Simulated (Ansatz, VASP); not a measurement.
Given: the input of a run of Ansatz 0.2.0 on Mg6SiB.

The input input.yaml:

```yaml
crystal:
  lattice:
    - [3.975708, 0.0, 0.0]
    - [0.0, 3.89167, 4.938007]
    - [0.0, -3.89167, 4.938007]
  atoms:
    - { symbol: Si, position: [0.0, 0.946496, 0.946496] }
    - { symbol: Mg, position: [0.5, 0.140363, 0.140363] }
    - { symbol: Mg, position: [0.5, 0.102227, 0.663645] }
    - { symbol: Mg, position: [0.5, 0.663645, 0.102227] }
    - { symbol: Mg, position: [0.0, 0.371365, 0.371365] }
    - { symbol: Mg, position: [0.0, 0.444203, 0.813606] }
    - { symbol: Mg, position: [0.0, 0.813606, 0.444203] }
    - { symbol: B, position: [0.5, 0.518093, 0.518093] }
hamiltonian:
  xc: pbe
  pseudopotentials: { kind: paw }
kpoints:
  mp_grid: { grid: [7, 5, 5] }
scf:
  occupations: { method: fermi_dirac, width: 0.05 }
output:
  forces: true
  stress: true
  eigenvalues: true
```

Potentials or basis: Ansatz PAW.

Run with:

```sh
$ ansatz run input.yaml --threads 4 --pin off --max-ram 10240MiB --backend cpu --events-out ev --progress --plain --runs-dir out
```

Translate it to VASP 6.6.1. Potentials there: VASP PAW PBE potentials, release 64 (Si, Mg, B).

As run (the cutoff follows the program's own potentials):

Contents of INCAR:

```
PREC = Accurate
ENCUT = 520
EDIFF = 1E-7
ISMEAR = -1
SIGMA = 0.05
LREAL = False
LASPH = True
NELM = 100
ALGO = Normal
ISIF = 2
LWAVE = False
LCHARG = False
GGA = PE
NBANDS = 20
```

KPOINTS

```
regular mesh
0
Gamma
  7 5 5
```

The input POSCAR:

```
Mg6SiB
1.0
    3.9757080000      0.0000000000      0.0000000000
    0.0000000000      3.8916700000      4.9380070000
    0.0000000000     -3.8916700000      4.9380070000
Si Mg B
1 6 1
Direct
    0.0000000000      0.9464960000      0.9464960000
    0.5000000000      0.1403630000      0.1403630000
    0.5000000000      0.1022270000      0.6636450000
    0.5000000000      0.6636450000      0.1022270000
    0.0000000000      0.3713650000      0.3713650000
    0.0000000000      0.4442030000      0.8136060000
    0.0000000000      0.8136060000      0.4442030000
    0.5000000000      0.5180930000      0.5180930000
```

Potentials or basis: VASP PAW PBE potentials, release 64 (Si, Mg, B).

Run with:

```sh
$ cat potpaw_PBE.64/Si/POTCAR potpaw_PBE.64/Mg/POTCAR potpaw_PBE.64/B/POTCAR > POTCAR
$ mpirun -np 1 vasp_std > vasp.out
```

Both were run:

|  | VASP | Ansatz | Ansatz less VASP |
| --- | --- | --- | --- |
| gap on the k mesh at the Fermi level (eV) | none | none | - |
| pressure (GPa) | -0.2 | -0.1 | +0.14 |
| largest component of the traceless stress (GPa) | 0.63 | 0.62 | -0.009 |
| rms of the force components (eV/Å) | 0.030 | 0.030 | -0.0004 |

Atom by atom the forces differ by 0.001 eV/Å (rms over components). A gap of «none» marks a metal or a gap that the smearing closes. The two sets of potentials don't hold the same shells in valence.
